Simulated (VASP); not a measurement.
These are revTPSS meta-GGA, VASP's PBE PAW potentials (set 64) (plane waves; VASP 6.6.1) values and carry that method's errors.

VASP input:

**POSCAR**
```
SnO
1.0
  3.8307378931   0.0000000000   0.0000000000
  0.0000000000   3.8307378931   0.0000000000
  0.0000000000   0.0000000000   4.6821256521
Sn O
2 2
direct
  0.5000000000   0.0000000000   0.7523147289
  0.0000000000   0.5000000000   0.2476852711
  0.5000000000   0.5000000000   0.0000000000
  0.0000000000   0.0000000000   0.0000000000
```

File KPOINTS:
```
Automatic mesh
0
gamma
  5 5 4
0 0 0
```

**INCAR**
```
! general
SYSTEM  = SnO
PREC    = Accurate
ENCUT   = 520
LREAL   = F
LASPH   = T

! electronic loop
EDIFF   = 1E-6
NELM    = 100
ALGO    = Normal
LMAXMIX = 4
LMIXTAU = T

! smearing
ISMEAR  = 0
SIGMA   = 0.05

! functional
METAGGA = RTPSS

! ions
IBRION  = 2
NSW     = 60
ISIF    = 3
EDIFFG  = -0.02

! output
LWAVE   = F
LCHARG  = F
```

POTCAR, in this order: Sn_d O (PBE.64 set). Program: vasp_std.

What VASP printed:

### OUTCAR
```
 ion  position               nearest neighbor table
   1  0.500  0.000  0.752-   3 2.24   4 2.24   3 2.24   4 2.24   2 3.57   2 3.57   2 3.57   2 3.57
                             2 3.59   2 3.59   2 3.59   2 3.59
   2  0.000  0.500  0.248-   3 2.24   4 2.24   4 2.24   3 2.24   1 3.57   1 3.57   1 3.57   1 3.57
                             1 3.59   1 3.59   1 3.59   1 3.59
   3  0.500  0.500  0.000-   1 2.24   2 2.24   1 2.24   2 2.24
   4  0.000  0.000  0.000-   1 2.24   2 2.24   2 2.24   1 2.24
  LATTYP: Found a simple tetragonal cell.
 ALAT       =     3.8307378931
 C/A-ratio  =     1.2222516347
 Subroutine PRICEL returns:
 Original cell was already a primitive cell.
 Subroutine GETGRP returns: Found 16 space group operations
The static configuration has the point symmetry D_2d.
 The point group associated with its full space group is D_4h.
The dynamic configuration has the point symmetry D_2d.
 Subroutine INISYM returns: Found 16 space group operations
 Subroutine IBZKPT returns following result:
 Found     18 irreducible k-points:

 Following reciprocal coordinates:
            Coordinates               Weight
  0.000000  0.000000  0.000000      1.000000
  0.200000  0.000000  0.000000      4.000000
  0.400000  0.000000  0.000000      4.000000
  0.200000  0.200000  0.000000      4.000000
  0.400000  0.200000  0.000000      8.000000
  0.400000  0.400000  0.000000      4.000000
  0.000000  0.000000  0.250000      2.000000
  0.200000  0.000000  0.250000      8.000000
  0.400000  0.000000  0.250000      8.000000
  0.200000  0.200000  0.250000      8.000000
  0.400000  0.200000  0.250000     16.000000
  0.400000  0.400000  0.250000      8.000000
  0.000000  0.000000  0.500000      1.000000
  0.200000  0.000000  0.500000      4.000000
  0.400000  0.000000  0.500000      4.000000
  0.200000  0.200000  0.500000      4.000000
  0.400000  0.200000  0.500000      8.000000
  0.400000  0.400000  0.500000      4.000000
   k-points           NKPTS =     18   k-points in BZ     NKDIM =     18   number of bands    NBANDS=     24
   number of dos      NEDOS =    301   number of ions     NIONS =      4
   total plane-waves  NPLWV =  28224
   dimension x,y,z NGX =    28 NGY =   28 NGZ =   36
   dimension x,y,z NGXF=    56 NGYF=   56 NGZF=   72
   ions per type =               2   2
   PREC   = accura    normal or accurate (medium, high low for compatibility)
   ISTART =      0    job   : 0-new  1-cont  2-samecut
   ICHARG =      2    charge: 1-file 2-atom 10-const
   ISPIN  =      1    spin polarized calculation?
   LNONCOLLINEAR =      F non collinear calculations
   LSORBIT =      F    spin-orbit coupling
   INIWAV =      1    electr: 0-lowe 1-rand  2-diag
   ENCUT  =  520.0 eV  38.22 Ry    6.18 a.u.   7.12  7.12  8.71*2*pi/ulx,y,z
   NELM   =    100;   NELMIN=  2; NELMDL= -5     # of ELM steps
   EDIFF  = 0.1E-05   stopping-criterion for ELM
   LREAL  =      F    real-space projection
   NLSPLINE    = F    spline interpolate recip. space projectors
   LMAXMIX     =    4 max onsite mixed and CHGCAR
   VOSKOWN=      0    Vosko Wilk Nusair interpolation
   EDIFFG = -.2E-01   stopping-criterion for IOM
   NSW    =     60    number of steps for IOM
   NBLOCK =      1;   KBLOCK =     60    inner block; outer block
   IBRION =      2    ionic relax: 0-MD 1-quasi-New 2-CG
   NFREE  =      1    steps in history (QN), initial steepest desc. (CG)
   ISIF   =      3    stress and relaxation
   ISYM   =      2    0-nonsym 1-usesym 2-fastsym
   TEIN   =    0.0    initial temperature
   TEBEG  =    0.0;   TEEND  =   0.0 temperature during run
   SMASS  =  -3.00    Nose mass-parameter (am)
   PSTRESS=    0.0 pullay stress
   NELECT =      40.0000    total number of electrons
   EFERMI =   0.00;   METHOD = LEGACY
   ISMEAR =     0;   SIGMA  =   0.05  broadening in eV -4-tet -1-fermi 0-gaus
   IALGO  =     38    algorithm
...
```

OSZICAR:
```
       N       E                     dE             d eps       ncg     rms          rms(c)
DAV:   1     0.439838636314E+03    0.43984E+03   -0.21262E+04   864   0.266E+03
DAV:   2     0.837658136929E+02   -0.35607E+03   -0.35141E+03   904   0.578E+02
DAV:   3     0.328783537570E+02   -0.50887E+02   -0.50546E+02  1072   0.202E+02
DAV:   4     0.309949381013E+02   -0.18834E+01   -0.18816E+01  1000   0.435E+01
DAV:   5     0.309604607629E+02   -0.34477E-01   -0.34473E-01  1088   0.611E+00    0.150E+01
DAV:   6     0.622065981070E+01   -0.24740E+02   -0.19261E+02  1008   0.142E+02    0.151E+01
DAV:   7     0.878581846483E+01    0.25652E+01   -0.67442E+00  1072   0.308E+01    0.117E+01
DAV:   8     0.767959356055E+01   -0.11062E+01   -0.67259E+01  1384   0.777E+01    0.126E+01
DAV:   9     0.101560313510E+02    0.24764E+01   -0.20635E+01  1272   0.346E+01    0.300E+00
DAV:  10     0.100624202948E+02   -0.93611E-01   -0.15069E+00   936   0.758E+00    0.125E+00
DAV:  11     0.100441951557E+02   -0.18225E-01   -0.80432E-02   984   0.272E+00    0.988E-01
DAV:  12     0.100516454173E+02    0.74503E-02   -0.70172E-02  1256   0.221E+00    0.307E-01
DAV:  13     0.100424040649E+02   -0.92414E-02   -0.20028E-02  1144   0.148E+00    0.891E-02
DAV:  14     0.100366104720E+02   -0.57936E-02   -0.54535E-03   976   0.678E-01    0.514E-02
DAV:  15     0.100364758711E+02   -0.13460E-03   -0.40579E-04  1088   0.282E-01    0.444E-02
DAV:  16     0.100364808235E+02    0.49524E-05   -0.62527E-04  1168   0.191E-01    0.364E-02
DAV:  17     0.100364927969E+02    0.11973E-04   -0.23260E-04  1248   0.159E-01    0.811E-03
DAV:  18     0.100364769763E+02   -0.15821E-04   -0.12609E-05   904   0.319E-02    0.480E-03
DAV:  19     0.100364759461E+02   -0.10302E-05   -0.17247E-06   624   0.250E-02    0.252E-03
DAV:  20     0.100364757198E+02   -0.22624E-06   -0.40796E-07   520   0.868E-03
   1 F= 0.10036476E+02 E0= 0.10036476E+02  d E =0.100365E+02
```

### OUTCAR
```
------------------------ aborting loop because EDIFF is reached ----------------------------------------
  FORCE on cell =-STRESS in cart. coord.  units (eV):
  Direction    XX          YY          ZZ          XY          YZ          ZX
  --------------------------------------------------------------------------------------
  Total        0.0312604      0.0312604      0.0138777      0.0000000      0.0000000      0.0000000
  in kB        0.7289482      0.7289482      0.3236076      0.0000000      0.0000000      0.0000000
  external PRESSURE =       0.5938347 kB  Pullay stress =       0.0000000 kB
  volume of cell :       68.71
      direct lattice vectors                 reciprocal lattice vectors
     3.830737893  0.000000000  0.000000000     0.261046312  0.000000000  0.000000000
     0.000000000  3.830737893  0.000000000     0.000000000  0.261046312  0.000000000
     0.000000000  0.000000000  4.682125652     0.000000000  0.000000000  0.213578207
 POSITION                                       TOTAL-FORCE (eV/Angst)
 -----------------------------------------------------------------------------------
      1.91537      0.00000      3.52243         0.000000      0.000000      0.012254
      0.00000      1.91537      1.15969         0.000000      0.000000     -0.012254
      1.91537      1.91537      0.00000         0.000000      0.000000      0.000000
      0.00000      0.00000      0.00000         0.000000     -0.000000      0.000000
 -----------------------------------------------------------------------------------
    total drift:                                0.000000      0.000000      0.000000
  FREE ENERGIE OF THE ION-ELECTRON SYSTEM (eV)
  ---------------------------------------------------
  free  energy   TOTEN  =        10.0364757198 eV

  energy  without entropy=       10.0364759330  energy(sigma->0) =       10.03647583

 reached required accuracy - stopping structural energy minimisation
```
(Selected blocks of OUTCAR.)

Without a dispersion term in the relaxation, distances and binding between the weakly bound layers, chains or molecules are unreliable, and so is what depends on them.

The compound is SnO in the litharge structure. It was relaxed first. The start is the result of an earlier pass.
